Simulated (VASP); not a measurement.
Computed with PBE GGA with D3 dispersion (Becke-Johnson damping), VASP's PBE PAW potentials (set 64) (plane waves; VASP 6.6.1).

A VASP calculation is set up with these files.

### POSCAR
```
SnO
1
    3.8383393218     0.0000000000     0.0000000000
    0.0000000000     3.8383393218     0.0000000000
    0.0000000000     0.0000000000     4.7370929499
Sn O
2 2
Direct
  0.5000000000   0.0000000000   0.7549254302
  0.0000000000   0.5000000000   0.2450745698
  0.5000000000   0.5000000000   0.0000000000
  0.0000000000   0.0000000000   0.0000000000
```

KPOINTS:
```
Automatic mesh
0
Gamma
6 6 5
0 0 0
```

INCAR:
```
EDIFF  =  1E-7
GGA  =  PE   ! PBE
ISIF  =  4
NELM  =  100
LCHARG  =  .FALSE.
LREAL  =  .FALSE.
SIGMA  =  0.05   ! width (eV)
IVDW  =  12   ! D3, Becke-Johnson
LMAXMIX  =  4   ! l cut-off of mixed one-centre charges
ISMEAR  =  0   ! Gaussian
ALGO  =  Normal   ! blocked Davidson
SYSTEM  =  SnO
EDIFFG  =  -0.01   ! ionic stop
ENCUT  =  520
PREC  =  Accurate
IBRION  =  2
LWAVE  =  .FALSE.
NSW  =  30   ! most ionic steps
LASPH  =  .TRUE.
```

POTCAR, in this order: Sn_d O (PBE.64 set). Program: vasp_std.

Output

OSZICAR:
```
       N       E                     dE             d eps       ncg     rms          rms(c)
DAV:   1     0.405702374523E+03    0.40570E+03   -0.20759E+04  1456   0.257E+03
DAV:   2     0.267590421645E+02   -0.37894E+03   -0.37249E+03  1600   0.585E+02
DAV:   3    -0.243755252541E+02   -0.51135E+02   -0.50797E+02  1704   0.190E+02
DAV:   4    -0.263316344668E+02   -0.19561E+01   -0.19540E+01  1664   0.416E+01
DAV:   5    -0.263876723452E+02   -0.56038E-01   -0.56033E-01  1904   0.701E+00    0.116E+01
DAV:   6    -0.227201355593E+02    0.36675E+01   -0.24992E+01  2432   0.528E+01    0.481E+00
DAV:   7    -0.227020969233E+02    0.18039E-01   -0.23401E+00  1624   0.998E+00    0.255E+00
DAV:   8    -0.227069404488E+02   -0.48435E-02   -0.58770E-01  2112   0.550E+00    0.106E+00
DAV:   9    -0.226842183590E+02    0.22722E-01   -0.18387E-01  2200   0.405E+00    0.273E-01
DAV:  10    -0.226867107301E+02   -0.24924E-02   -0.27005E-02  2056   0.143E+00    0.260E-01
DAV:  11    -0.226852131592E+02    0.14976E-02   -0.89938E-03  2216   0.868E-01    0.244E-02
DAV:  12    -0.226853379693E+02   -0.12481E-03   -0.11101E-03  1568   0.201E-01    0.551E-02
DAV:  13    -0.226853223286E+02    0.15641E-04   -0.46244E-05  2200   0.767E-02    0.333E-02
DAV:  14    -0.226853062724E+02    0.16056E-04   -0.65754E-05  2344   0.649E-02    0.515E-03
DAV:  15    -0.226853061280E+02    0.14438E-06   -0.81747E-06  1984   0.185E-02    0.451E-03
DAV:  16    -0.226853064091E+02   -0.28108E-06   -0.38885E-07  1568   0.455E-03    0.300E-03
DAV:  17    -0.226853066635E+02   -0.25440E-06   -0.38334E-07  1400   0.752E-03    0.581E-04
DAV:  18    -0.226853066250E+02    0.38509E-07   -0.25468E-08   792   0.165E-03
   1 F= -.23628613E+02 E0= -.23628313E+02  d E =-.236286E+02
       N       E                     dE             d eps       ncg     rms          rms(c)
DAV:   1    -0.226854864836E+02   -0.17982E-03   -0.24520E-02  1648   0.113E+00    0.920E-02
DAV:   2    -0.226854306309E+02    0.55853E-04   -0.98911E-04  2280   0.392E-01    0.538E-02
DAV:   3    -0.226853700566E+02    0.60574E-04   -0.79273E-05  2104   0.117E-01    0.152E-02
DAV:   4    -0.226853666934E+02    0.33633E-05   -0.18408E-05  2152   0.398E-02    0.302E-03
DAV:   5    -0.226853666470E+02    0.46310E-07   -0.16789E-06  1560   0.111E-02    0.131E-03
DAV:   6    -0.226853666421E+02    0.49013E-08   -0.76908E-08  1088   0.302E-03
   2 F= -.23628708E+02 E0= -.23628404E+02  d E =-.954443E-04
```

File OUTCAR:
```
------------------------ aborting loop because EDIFF is reached ----------------------------------------
 Edisp (eV)   -0.94334
  FORCE on cell =-STRESS in cart. coord.  units (eV):
  Direction    XX          YY          ZZ          XY          YZ          ZX
  --------------------------------------------------------------------------------------
  Total      -0.04932    -0.04932     0.00248     0.00000     0.00000     0.00000
  in kB      -1.13232    -1.13232     0.05691     0.00000     0.00000     0.00000
  external pressure =       -0.74 kB  Pullay stress =        0.00 kB
  volume of cell :       69.79
      direct lattice vectors                 reciprocal lattice vectors
     3.836834969  0.000000000  0.000000000     0.260631486  0.000000000  0.000000000
     0.000000000  3.836834969  0.000000000     0.000000000  0.260631486 -0.000000000
     0.000000000  0.000000000  4.740808334     0.000000000 -0.000000000  0.210934493
 POSITION                                       TOTAL-FORCE (eV/Angst)
 -----------------------------------------------------------------------------------
      1.91842      0.00000      3.57764        -0.000000     -0.000000     -0.001379
      0.00000      1.91842      1.16317         0.000000      0.000000      0.001379
      1.91842      1.91842      4.74081        -0.000000     -0.000000      0.000000
      0.00000      3.83683      4.74081        -0.000000      0.000000      0.000000
 -----------------------------------------------------------------------------------
    total drift:                                0.000000     -0.000000      0.000000
  FREE ENERGIE OF THE ION-ELECTRON SYSTEM (eV)
  ---------------------------------------------------
  free  energy   TOTEN  =       -23.6287084461 eV

  energy  without entropy=      -23.6281001164  energy(sigma->0) =      -23.62840428

 reached required accuracy - stopping structural energy minimisation
```
(Selected blocks of OUTCAR.)

**CONTCAR**
```
SnO
   1.00000000000000
     3.8368349688065715    0.0000000000000000    0.0000000000000000
     0.0000000000000000    3.8368349688065715    0.0000000000000000
     0.0000000000000000    0.0000000000000000    4.7408083335719811
  Sn              O
     2     2
Direct
     0.5000000000000000    0.0000000000000000    0.7546470008281269
     0.0000000000000000    0.5000000000000000    0.2453529991718731
     0.5000000000000000    0.5000000000000000    1.0000000000000000
     0.0000000000000000    1.0000000000000000    1.0000000000000000
```

The compound is SnO in the litharge structure. This run relaxes it. Symmetry was kept, so distortions that lower it aren't found.
